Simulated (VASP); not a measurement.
Set up this calculation in VASP 6.6.1, as the native input.

```
Task                   : relaxation of the atoms
Functional             : PBE
Potentials or basis    : VASP PAW PBE potentials, release 64 (Cl, Sn_d, Se, H)
Cutoff                 : 520 eV
k mesh                 : 1 × 1 × 1
Occupations            : gaussian, width 0.01 eV
Spin                   : no spin polarisation
Further INCAR settings : ALGO = Normal; EDIFF = 1e-06; IBRION = 2; EDIFFG = -0.01; NSW = 40
```

The structure of Cl2SnSeH2 lies in POSCAR:

```
SnH2SeCl2
1.0
   13.0000000000      0.0000000000      0.0000000000
    0.0000000000     13.0000000000      0.0000000000
    0.0000000000      0.0000000000     13.0000000000
Cl Sn Se H
2 1 1 2
Direct
    0.4098030000      0.3750280000      0.6106600000
    0.6409290000      0.3851240000      0.4428400000
    0.5217430000      0.4865710000      0.5260540000
    0.4285250000      0.5810000000      0.3856090000
    0.5817870000      0.5573280000      0.6180250000
    0.3601950000      0.6281810000      0.4627900000
```

The cell isn't the ideal one: atoms moved at random, drawn with an rms of 0.02 Å.

These files were run (other wordings do the same):

INCAR

```
SYSTEM = SnH2SeCl2
PREC = Accurate ; ENCUT = 520
EDIFF = 1E-6 ; ISMEAR = 0
SIGMA = 0.01 ; LREAL = .False.
LASPH = .True. ; NELM = 60
ALGO = Normal ; ISIF = 2
LWAVE = .False. ; LCHARG = .False.
GGA = PE ; IBRION = 2
NSW = 40 ; EDIFFG = -0.01
```

KPOINTS

```
Automatic mesh
0
Gamma
  1 1 1
  0 0 0
```

Potentials or basis: VASP PAW PBE potentials, release 64 (Cl, Sn_d, Se, H).

Command:

```sh
$ cat potpaw_PBE.64/Cl/POTCAR potpaw_PBE.64/Sn_d/POTCAR potpaw_PBE.64/Se/POTCAR potpaw_PBE.64/H/POTCAR > POTCAR
$ mpirun -np 1 vasp_gam > vasp.out
```

It gave:

```
Energy gained by relaxing       : 3.0 meV/atom
Ionic steps                     : 13
Largest force after relaxing    : 0.010 eV/Å
Gap between the frontier levels : 3.34 eV
```

Caveat: spin-orbit coupling is left out, which moves the levels of the heavy elements.

It took 8.2 min on 1 thread of Intel(R) Xeon(R) 6975P-C (Granite Rapids), on a shared host, peak memory 1.6 GiB.
